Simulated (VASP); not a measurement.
These are PBEsol GGA, VASP's PBE PAW potentials (set 64) (plane waves; VASP) values and carry that method's errors.

The input files of a VASP run:

**POSCAR**
```
SiGe
1
    3.6427228222     0.0000000000     0.0000000000
   -1.8213614111     3.1546904752    -0.0000000000
    0.0000000000    -0.0000000000     6.0619062999
Si Ge
2 2
Direct
  0.0000000000   1.0000000000   1.0000000000
  0.0000000000   1.0000000000   0.5000000000
  0.3333330000   0.6666670000   0.2500000000
  0.6666670000   0.3333330000   0.7500000000
```

**INCAR**
```
SYSTEM=SiGe
PREC=Accurate; ENCUT=400; LREAL=.FALSE.
LASPH=.TRUE.
EDIFF=1E-6; NELM=100; ALGO=Normal
LMAXMIX=4
ISMEAR=1; SIGMA=0.1
GGA=PS
IBRION=2; NSW=60; ISIF=3
EDIFFG=-0.02
LWAVE=.FALSE.; LCHARG=.FALSE.
```

File KPOINTS:
```
Automatic mesh
0
Gamma
9 9 5
0 0 0
```

POTCAR, in this order: Si Ge_d (PBE.64 set). Program: vasp_std.

Output

File OSZICAR:
```
       N       E                     dE             d eps       ncg     rms          rms(c)
DAV:   1     0.225662546914E+03    0.22566E+03   -0.15843E+04  1758   0.326E+03
DAV:   2     0.128004680288E+02   -0.21286E+03   -0.20850E+03  1626   0.608E+02
DAV:   3    -0.192563952628E+02   -0.32057E+02   -0.31612E+02  1944   0.151E+02
DAV:   4    -0.203058641169E+02   -0.10495E+01   -0.10460E+01  1838   0.309E+01
DAV:   5    -0.203295543986E+02   -0.23690E-01   -0.23687E-01  1992   0.499E+00    0.446E+00
DAV:   6    -0.202621889321E+02    0.67365E-01   -0.50968E-02  2184   0.356E+00    0.250E+00
DAV:   7    -0.202290750197E+02    0.33114E-01   -0.33415E-02  2150   0.241E+00    0.198E-01
DAV:   8    -0.202284886749E+02    0.58634E-03   -0.41038E-03  1904   0.109E+00    0.975E-02
DAV:   9    -0.202285086984E+02   -0.20023E-04   -0.16640E-04  1882   0.118E-01    0.230E-02
DAV:  10    -0.202285066139E+02    0.20846E-05   -0.20517E-05  2228   0.703E-02    0.726E-03
DAV:  11    -0.202285062328E+02    0.38102E-06   -0.33802E-06  1612   0.143E-02
   1 F= -.20228506E+02 E0= -.20228928E+02  d E =-.202285E+02
       N       E                     dE             d eps       ncg     rms          rms(c)
DAV:   1    -0.202980494779E+02   -0.69543E-01   -0.11168E+00  1916   0.990E+00    0.153E+00
DAV:   2    -0.202633001482E+02    0.34749E-01   -0.51569E-02  2004   0.274E+00    0.931E-01
DAV:   3    -0.202446206776E+02    0.18679E-01   -0.26147E-02  2298   0.167E+00    0.812E-02
DAV:   4    -0.202447072483E+02   -0.86571E-04   -0.40841E-03  1752   0.680E-01    0.541E-02
DAV:   5    -0.202447107723E+02   -0.35240E-05   -0.14304E-04  2502   0.156E-01    0.201E-02
DAV:   6    -0.202447101022E+02    0.67014E-06   -0.10641E-05  2014   0.436E-02    0.494E-03
DAV:   7    -0.202447098676E+02    0.23460E-06   -0.92024E-07  1002   0.146E-02
   2 F= -.20244710E+02 E0= -.20244546E+02  d E =-.162036E-01
       N       E                     dE             d eps       ncg     rms          rms(c)
DAV:   1    -0.203391018083E+02   -0.94392E-01   -0.18246E+00  1940   0.125E+01    0.193E+00
DAV:   2    -0.202841602255E+02    0.54942E-01   -0.80195E-02  1952   0.357E+00    0.118E+00
DAV:   3    -0.202538519650E+02    0.30308E-01   -0.43129E-02  2294   0.210E+00    0.981E-02
DAV:   4    -0.202539636163E+02   -0.11165E-03   -0.63389E-03  1770   0.867E-01    0.688E-02
DAV:   5    -0.202539707120E+02   -0.70957E-05   -0.22318E-04  2510   0.205E-01    0.303E-02
DAV:   6    -0.202539691991E+02    0.15129E-05   -0.19016E-05  1986   0.501E-02    0.447E-03
DAV:   7    -0.202539688072E+02    0.39184E-06   -0.19259E-06  1140   0.224E-02
   3 F= -.20253969E+02 E0= -.20253611E+02  d E =-.254626E-01
       N       E                     dE             d eps       ncg     rms          rms(c)
DAV:   1    -0.202678661698E+02   -0.13897E-01   -0.26894E-01  1994   0.479E+00    0.737E-01
DAV:   2    -0.202600875032E+02    0.77787E-02   -0.11825E-02  1958   0.143E+00    0.450E-01
DAV:   3    -0.202557859781E+02    0.43015E-02   -0.61081E-03  2398   0.897E-01    0.377E-02
DAV:   4    -0.202558116466E+02   -0.25668E-04   -0.98442E-04  1788   0.360E-01    0.267E-02
DAV:   5    -0.202558125295E+02   -0.88291E-06   -0.34897E-05  2332   0.856E-02    0.102E-02
DAV:   6    -0.202558122978E+02    0.23172E-06   -0.25936E-06  1304   0.200E-02
   4 F= -.20255812E+02 E0= -.20255397E+02  d E =-.273061E-01
       N       E                     dE             d eps       ncg     rms          rms(c)
DAV:   1    -0.203067530138E+02   -0.50940E-01   -0.10780E+00  1962   0.946E+00    0.149E+00
DAV:   2    -0.202755550138E+02    0.31198E-01   -0.55340E-02  1934   0.302E+00    0.912E-01
DAV:   3    -0.202573848306E+02    0.18170E-01   -0.25731E-02  2298   0.167E+00    0.692E-02
DAV:   4    -0.202575685912E+02   -0.18376E-03   -0.43247E-03  1698   0.765E-01    0.551E-02
DAV:   5    -0.202575679131E+02    0.67806E-06   -0.17691E-04  2254   0.161E-01    0.170E-02
DAV:   6    -0.202575675598E+02    0.35332E-06   -0.82884E-06  1954   0.368E-02
   5 F= -.20257568E+02 E0= -.20257576E+02  d E =-.290613E-01
       N       E                     dE             d eps       ncg     rms          rms(c)
DAV:   1    -0.202637084295E+02   -0.61405E-02   -0.12244E-01  1972   0.323E+00    0.502E-01
DAV:   2    -0.202600412921E+02    0.36671E-02   -0.66090E-03  1892   0.106E+00    0.308E-01
DAV:   3    -0.202579320788E+02    0.21092E-02   -0.31751E-03  2544   0.793E-01    0.251E-02
DAV:   4    -0.202579470764E+02   -0.14998E-04   -0.45727E-04  1732   0.239E-01    0.187E-02
DAV:   5    -0.202579462159E+02    0.86051E-06   -0.21028E-05  2050   0.579E-02    0.485E-03
DAV:   6    -0.202579461605E+02    0.55351E-07   -0.80315E-07  1014   0.126E-02
   6 F= -.20257946E+02 E0= -.20257967E+02  d E =-.294399E-01
       N       E                     dE             d eps       ncg     rms          rms(c)
DAV:   1    -0.204702028175E+02   -0.21226E+00   -0.33983E+00  1932   0.331E+01    0.273E+00
DAV:   2    -0.203173717557E+02    0.15283E+00   -0.27689E-01  1940   0.916E+00    0.144E+00
DAV:   3    -0.202622374045E+02    0.55134E-01   -0.99328E-02  2074   0.500E+00    0.283E-01
DAV:   4    -0.202595795441E+02    0.26579E-02   -0.91263E-03  1928   0.154E+00    0.136E-01
DAV:   5    -0.202593323695E+02    0.24717E-03   -0.32048E-04  2214   0.213E-01    0.541E-02
DAV:   6    -0.202593154279E+02    0.16942E-04   -0.99308E-05  1940   0.175E-01    0.137E-02
DAV:   7    -0.202593146963E+02    0.73165E-06   -0.37874E-06  1586   0.152E-02
   7 F= -.20259315E+02 E0= -.20258931E+02  d E =-.136854E-02
       N       E                     dE             d eps       ncg     rms          rms(c)
DAV:   1    -0.203049022382E+02   -0.45587E-01   -0.66464E-01  1932   0.139E+01    0.125E+00
DAV:   2    -0.202733373615E+02    0.31565E-01   -0.57530E-02  1848   0.428E+00    0.654E-01
DAV:   3    -0.202621604141E+02    0.11177E-01   -0.19298E-02  2042   0.228E+00    0.140E-01
DAV:   4    -0.202616156773E+02    0.54474E-03   -0.15610E-03  2020   0.639E-01    0.681E-02
DAV:   5    -0.202615666417E+02    0.49036E-04   -0.69265E-05  2104   0.111E-01    0.240E-02
DAV:   6    -0.202615671379E+02   -0.49615E-06   -0.11586E-05  1722   0.531E-02    0.733E-03
DAV:   7    -0.202615673296E+02   -0.19172E-06   -0.49937E-07   960   0.928E-03
   8 F= -.20261567E+02 E0= -.20261510E+02  d E =-.362117E-02
```

**OUTCAR**
```
------------------------ aborting loop because EDIFF is reached ----------------------------------------
  FORCE on cell =-STRESS in cart. coord.  units (eV):
  Direction    XX          YY          ZZ          XY          YZ          ZX
  --------------------------------------------------------------------------------------
  Total       -0.0096431     -0.0096431      0.0188579      0.0000000      0.0000000      0.0000000
  in kB       -0.2202068     -0.2202068      0.4306339      0.0000000      0.0000000      0.0000000
  external PRESSURE =      -0.0032599 kB  Pullay stress =       0.0000000 kB
  volume of cell :       70.16
      direct lattice vectors                 reciprocal lattice vectors
     3.743065295 -0.000000000 -0.000000000     0.267160715  0.154245312  0.000000000
    -1.871532647  3.241589603  0.000000000     0.000000000  0.308490624  0.000000000
     0.000000000  0.000000000  5.782434082     0.000000000  0.000000000  0.172937553
 POSITION                                       TOTAL-FORCE (eV/Angst)
 -----------------------------------------------------------------------------------
     -0.00000      0.00000      0.00000        -0.000000     -0.000000      0.000000
     -0.00000      0.00000      2.89122        -0.000000     -0.000000      0.000000
     -0.00000      2.16106      1.44561         0.000000     -0.000000      0.000000
      1.87153      1.08053      4.33683        -0.000000      0.000000     -0.000000
 -----------------------------------------------------------------------------------
    total drift:                                0.000000     -0.000000      0.000000
  FREE ENERGIE OF THE ION-ELECTRON SYSTEM (eV)
  ---------------------------------------------------
  free  energy   TOTEN  =       -20.2615673296 eV

  energy  without entropy=      -20.2613962849  energy(sigma->0) =      -20.26151031

 reached required accuracy - stopping structural energy minimisation
```
(Selected blocks of OUTCAR.)

**CONTCAR**
```
SiGe
   1.00000000000000
     3.7430652945395129   -0.0000000000000000   -0.0000000000000000
    -1.8715326472697564    3.2415896030101012    0.0000000000000000
     0.0000000000000000    0.0000000000000000    5.7824340819715072
  Si              Ge
     2     2
Direct
     0.0000000000000000    0.0000000000000000    0.0000000000000000
     0.0000000000000000    0.0000000000000000    0.5000000000000000
     0.3333330000000032    0.6666669999999968    0.2500000000000000
     0.6666669999999968    0.3333330000000032    0.7500000000000000
```

The structure was generated: SiGe was put into the NiAs type type (P6_3/mmc), which need not be its known phase. This run relaxes it. Symmetry was kept, so distortions that lower it aren't found. The start is the result of an earlier pass.
